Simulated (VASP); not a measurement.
Here is the system:

```
O2Si
1.0
    4.19560     0.00000     0.00000
    0.00000     4.19560     0.00000
    0.00000     0.00000     2.68049
Si O
2 4
Direct
  0.00000   0.00000   0.00000
  0.50000   0.50000   0.50000
  0.30609   0.30609   0.00000
  0.80609   0.19391   0.50000
  0.19391   0.80609   0.50000
  0.69391   0.69391   0.00000
```

Computed with AM05 GGA, VASP's PBE PAW potentials (set 64) (plane waves; VASP). Settings: 520 eV cut-off, Gaussian smearing of 0.050 eV, potentials Si O.

Question: Give the energies of bands 6 to 19 at the high-symmetry points, in eV from the valence-band maximum.

Answer: 
```csv
band,Γ,X,M,Z,R,A
6,-6.42,-9.31,-7.85,-9.53,-9.38,-10.76
7,-6.42,-4.55,-5.90,-6.91,-8.11,-8.16
8,-6.22,-4.55,-5.90,-6.91,-8.11,-8.16
9,-5.40,-4.50,-4.05,-6.28,-6.53,-4.53
10,-5.09,-4.50,-4.05,-6.28,-6.53,-4.53
11,-3.13,-3.86,-3.26,-4.62,-3.98,-4.48
12,-3.13,-3.86,-3.26,-4.62,-3.98,-4.48
13,-2.53,-2.69,-2.66,-3.06,-2.27,-1.76
14,-0.88,-2.69,-2.66,-3.06,-2.27,-1.76
15,-0.88,-1.07,-2.27,-2.68,-1.75,-1.54
16,0.00,-1.07,-2.27,-2.68,-1.75,-1.54
17,5.41,7.53,7.21,8.88,8.58,6.98
18,6.49,7.53,7.21,8.88,8.58,6.98
19,8.27,8.85,9.83,12.40,9.62,10.80
```

The gap is direct, 5.41 eV, from the valence maximum at Γ to the conduction minimum at Γ.

The compound is SiO2 in the rutile structure, stishovite, a high-pressure form. It was relaxed first.
